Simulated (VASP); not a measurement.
The input files of a VASP run:

File KPOINTS:
```
Automatic
0
G
6 6 6
0 0 0
```

**POSCAR**
```
Li2S
1
    0.0000000000     2.8415832394     2.8415832394
    2.8415832394     0.0000000000     2.8415832394
    2.8415832394     2.8415832394    -0.0000000000
Li S
2 1
Direct
  0.2500000000   0.2500000000   0.2500000000
  0.7500000000   0.7500000000   0.7500000000
  0.0000000000   0.0000000000   0.0000000000
```

**INCAR**
```
SYSTEM = Li2S
PREC = Accurate
ENCUT = 600
EDIFF = 1E-7
NELM = 100
ALGO = Normal
LREAL = .FALSE.
LASPH = .TRUE.
ISMEAR = 0
SIGMA = 0.05
METAGGA = R2SCAN
LMIXTAU = .TRUE.
LWAVE = .FALSE.
LCHARG = .FALSE.
ISIF = 2
```

POTCAR, in this order: Li_sv S (PBE.64 set). Program: vasp_std.

Task: Translate this r2SCAN calculation to Ansatz.

Result: One equivalent input (not run):
Ansatz 0.2 input:
```yaml
crystal:
  lattice:
    - [0.0000000, 2.8415832, 2.8415832]
    - [2.8415832, 0.0000000, 2.8415832]
    - [2.8415832, 2.8415832, 0.0000000]
  atoms:
    - { symbol: Li, position: [0.2500000, 0.2500000, 0.2500000] }
    - { symbol: Li, position: [0.7500000, 0.7500000, 0.7500000] }
    - { symbol: S, position: [0.0000000, 0.0000000, 0.0000000] }
kpoints:
  mp_grid: { grid: [6, 6, 6] }
hamiltonian:
  xc: r2scan
  pseudopotentials: { kind: paw }
scf:
  occupations: { method: gaussian, width: 0.05 }
  max_iter: 100
output: { forces: true, stress: true, eigenvalues: true }
```
Limits of the translation: each code has its own PAW files, so the cut-off isn't converted (ENCUT is set for VASP's; basis.ecutwfc is left out, and Ansatz then takes the one that its files recommend); Ansatz stops its SCF on the density residual and VASP on the energy change (EDIFF).

The compound is Li2S in the antifluorite structure. It was relaxed first.
